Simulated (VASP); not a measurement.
OSZICAR of a VASP run on BaTiO$_{3}$ (tetragonal perovskite):

### OSZICAR
```
       N       E                     dE             d eps       ncg     rms          rms(c)
DAV:   1     0.404335461263E+03    0.40434E+03   -0.22093E+04   864   0.186E+03
DAV:   2    -0.658032351175E+02   -0.47014E+03   -0.46202E+03  1072   0.500E+02
DAV:   3    -0.112130944080E+03   -0.46328E+02   -0.46174E+02  1288   0.149E+02
DAV:   4    -0.114224532044E+03   -0.20936E+01   -0.20926E+01  1208   0.282E+01
DAV:   5    -0.114307252467E+03   -0.82720E-01   -0.82716E-01  1216   0.416E+00    0.244E+01
DAV:   6    -0.902484377365E+02    0.24059E+02   -0.51250E+01  1360   0.805E+01    0.750E+00
DAV:   7    -0.909053185289E+02   -0.65688E+00   -0.73251E+00   992   0.206E+01    0.479E+00
DAV:   8    -0.926767928132E+02   -0.17715E+01   -0.18754E+00  1112   0.124E+01    0.231E+00
DAV:   9    -0.911725812743E+02    0.15042E+01   -0.11589E+00   944   0.921E+00    0.833E-01
DAV:  10    -0.913195615407E+02   -0.14698E+00   -0.35944E-01  1184   0.451E+00    0.549E-01
DAV:  11    -0.913200605515E+02   -0.49901E-03   -0.96965E-02  1024   0.294E+00    0.255E-01
DAV:  12    -0.913471773406E+02   -0.27117E-01   -0.59991E-02   952   0.250E+00    0.109E-01
DAV:  13    -0.913537465585E+02   -0.65692E-02   -0.10678E-02   912   0.113E+00    0.663E-02
DAV:  14    -0.913550878193E+02   -0.13413E-02   -0.41059E-03   920   0.709E-01    0.451E-02
DAV:  15    -0.913565142461E+02   -0.14264E-02   -0.56344E-04  1208   0.247E-01    0.295E-02
DAV:  16    -0.913567833512E+02   -0.26911E-03   -0.28239E-04   880   0.187E-01    0.218E-02
DAV:  17    -0.913567993366E+02   -0.15985E-04   -0.85517E-05  1104   0.917E-02    0.503E-03
DAV:  18    -0.913568250877E+02   -0.25751E-04   -0.24168E-05  1312   0.411E-02    0.295E-03
DAV:  19    -0.913568253834E+02   -0.29572E-06   -0.26063E-06   720   0.163E-02
   1 F= -.91356825E+02 E0= -.91356825E+02  d E =-.913568E+02
       N       E                     dE             d eps       ncg     rms          rms(c)
DAV:   1    -0.915291958093E+02   -0.17237E+00   -0.64391E+00   984   0.276E+01    0.366E+00
DAV:   2    -0.913701128134E+02    0.15908E+00   -0.73670E-01  1016   0.821E+00    0.143E+00
DAV:   3    -0.913477902894E+02    0.22323E-01   -0.28795E-01   912   0.344E+00    0.330E-01
DAV:   4    -0.913510674170E+02   -0.32771E-02   -0.51032E-02  1056   0.191E+00    0.292E-01
DAV:   5    -0.913529363544E+02   -0.18689E-02   -0.43789E-03  1368   0.548E-01    0.168E-01
DAV:   6    -0.913546990898E+02   -0.17627E-02   -0.57867E-03  1328   0.489E-01    0.152E-01
DAV:   7    -0.913556579858E+02   -0.95890E-03   -0.13102E-03  1144   0.330E-01    0.373E-02
DAV:   8    -0.913558151087E+02   -0.15712E-03   -0.31974E-04   984   0.167E-01    0.233E-02
DAV:   9    -0.913558587559E+02   -0.43647E-04   -0.77516E-05  1216   0.564E-02    0.230E-02
DAV:  10    -0.913558539907E+02    0.47652E-05   -0.19314E-05   960   0.432E-02    0.944E-03
DAV:  11    -0.913558807009E+02   -0.26710E-04   -0.15474E-05   944   0.415E-02    0.206E-03
DAV:  12    -0.913558810898E+02   -0.38891E-06   -0.15493E-06   584   0.120E-02
   2 F= -.91355881E+02 E0= -.91355881E+02  d E =0.944294E-03
       N       E                     dE             d eps       ncg     rms          rms(c)
DAV:   1    -0.914126788184E+02   -0.56798E-01   -0.16501E+00   984   0.139E+01    0.188E+00
DAV:   2    -0.913685866509E+02    0.44092E-01   -0.17926E-01  1032   0.400E+00    0.731E-01
DAV:   3    -0.913619196342E+02    0.66670E-02   -0.65317E-02  1016   0.171E+00    0.156E-01
DAV:   4    -0.913628190731E+02   -0.89944E-03   -0.10849E-02  1048   0.874E-01    0.108E-01
DAV:   5    -0.913634949919E+02   -0.67592E-03   -0.21944E-03  1408   0.424E-01    0.681E-02
DAV:   6    -0.913638341717E+02   -0.33918E-03   -0.10286E-03  1192   0.155E-01    0.777E-02
DAV:   7    -0.913638906103E+02   -0.56439E-04   -0.18477E-04  1208   0.134E-01    0.218E-02
DAV:   8    -0.913639189528E+02   -0.28342E-04   -0.80247E-05  1312   0.808E-02    0.101E-02
DAV:   9    -0.913639186840E+02    0.26877E-06   -0.16424E-05  1048   0.347E-02    0.660E-03
DAV:  10    -0.913639157475E+02    0.29365E-05   -0.41161E-06   888   0.200E-02    0.201E-03
DAV:  11    -0.913639141550E+02    0.15925E-05   -0.66715E-07   472   0.766E-03    0.953E-04
DAV:  12    -0.913639119097E+02    0.22452E-05   -0.20558E-07   440   0.450E-03    0.341E-04
DAV:  13    -0.913639119250E+02   -0.15240E-07   -0.65780E-08   432   0.243E-03
   3 F= -.91363912E+02 E0= -.91363912E+02  d E =-.708654E-02
       N       E                     dE             d eps       ncg     rms          rms(c)
DAV:   1    -0.913640029621E+02   -0.91052E-04   -0.27722E-03   992   0.572E-01    0.770E-02
DAV:   2    -0.913639059305E+02    0.97032E-04   -0.30452E-04  1024   0.166E-01    0.299E-02
DAV:   3    -0.913639082623E+02   -0.23318E-05   -0.11493E-04   992   0.716E-02    0.649E-03
DAV:   4    -0.913639129169E+02   -0.46545E-05   -0.19678E-05  1040   0.382E-02    0.475E-03
DAV:   5    -0.913639143083E+02   -0.13914E-05   -0.26009E-06   648   0.154E-02    0.245E-03
DAV:   6    -0.913639144470E+02   -0.13879E-06   -0.34195E-06   944   0.845E-03
   4 F= -.91363914E+02 E0= -.91363914E+02  d E =-.708906E-02
       N       E                     dE             d eps       ncg     rms          rms(c)
DAV:   1    -0.913649329583E+02   -0.10187E-02   -0.29575E-01   864   0.464E+00    0.194E-01
DAV:   2    -0.913646767270E+02    0.25623E-03   -0.12247E-02   944   0.913E-01    0.134E-01
DAV:   3    -0.913643736593E+02    0.30307E-03   -0.98528E-04  1144   0.300E-01    0.675E-02
DAV:   4    -0.913642036541E+02    0.17001E-03   -0.33484E-04  1200   0.169E-01    0.315E-02
DAV:   5    -0.913641740863E+02    0.29568E-04   -0.41193E-05  1120   0.625E-02    0.155E-02
DAV:   6    -0.913641465195E+02    0.27567E-04   -0.13830E-05  1168   0.331E-02    0.607E-03
DAV:   7    -0.913641330296E+02    0.13490E-04   -0.17955E-05   968   0.461E-02    0.479E-03
DAV:   8    -0.913641391483E+02   -0.61187E-05   -0.98457E-06   864   0.371E-02    0.203E-03
DAV:   9    -0.913641402600E+02   -0.11117E-05   -0.14708E-06   544   0.136E-02    0.942E-04
DAV:  10    -0.913641407972E+02   -0.53722E-06   -0.45102E-07   432   0.737E-03
   5 F= -.91364141E+02 E0= -.91364141E+02  d E =-.226350E-03
       N       E                     dE             d eps       ncg     rms          rms(c)
DAV:   1    -0.913641507144E+02   -0.10454E-04   -0.28987E-03   864   0.459E-01    0.192E-02
DAV:   2    -0.913641410245E+02    0.96900E-05   -0.11788E-04   944   0.900E-02    0.133E-02
DAV:   3    -0.913641289079E+02    0.12117E-04   -0.96918E-06  1144   0.301E-02    0.658E-03
DAV:   4    -0.913641160812E+02    0.12827E-04   -0.31346E-06   968   0.166E-02    0.305E-03
DAV:   5    -0.913641128871E+02    0.31941E-05   -0.38026E-07   448   0.663E-03    0.141E-03
DAV:   6    -0.913641100728E+02    0.28143E-05   -0.24413E-07   432   0.413E-03    0.580E-04
DAV:   7    -0.913641098781E+02    0.19471E-06   -0.99524E-08   432   0.327E-03
   6 F= -.91364110E+02 E0= -.91364110E+02  d E =-.195431E-03
       N       E                     dE             d eps       ncg     rms          rms(c)
DAV:   1    -0.913643510948E+02   -0.24102E-03   -0.32823E-02   864   0.156E+00    0.868E-02
DAV:   2    -0.913642748489E+02    0.76246E-04   -0.12316E-03   928   0.277E-01    0.539E-02
DAV:   3    -0.913642488799E+02    0.25969E-04   -0.26338E-04  1056   0.161E-01    0.213E-02
DAV:   4    -0.913642296868E+02    0.19193E-04   -0.52020E-05  1008   0.767E-02    0.860E-03
DAV:   5    -0.913642285638E+02    0.11229E-05   -0.99832E-06  1096   0.278E-02    0.309E-03
DAV:   6    -0.913642302110E+02   -0.16471E-05   -0.11635E-06   528   0.118E-02    0.191E-03
DAV:   7    -0.913642320748E+02   -0.18638E-05   -0.10093E-06   528   0.102E-02    0.121E-03
DAV:   8    -0.913642329096E+02   -0.83485E-06   -0.57499E-07   440   0.947E-03
   7 F= -.91364233E+02 E0= -.91364233E+02  d E =-.123032E-03
```

**Question.** Which electronic solver shows in the log?

**Answer.** It is blocked Davidson (ALGO = Normal, or the opening steps of other solvers). The INCAR had ALGO = Normal.

**Question.** Can the final energy be trusted as converged?

**Answer.** Self-consistency was reached. It stopped with EDIFF = 1E-6, NELM = 100, NSW = 60 and EDIFFG = -0.02 after 7 ionic steps (SCAN meta-GGA, plane waves, VASP's PBE PAW potentials (set 64)).

The compound is BaTiO3 in the tetragonal perovskite structure. This run relaxes it. Symmetry was kept, so distortions that lower it aren't found. The start is the result of an earlier pass.
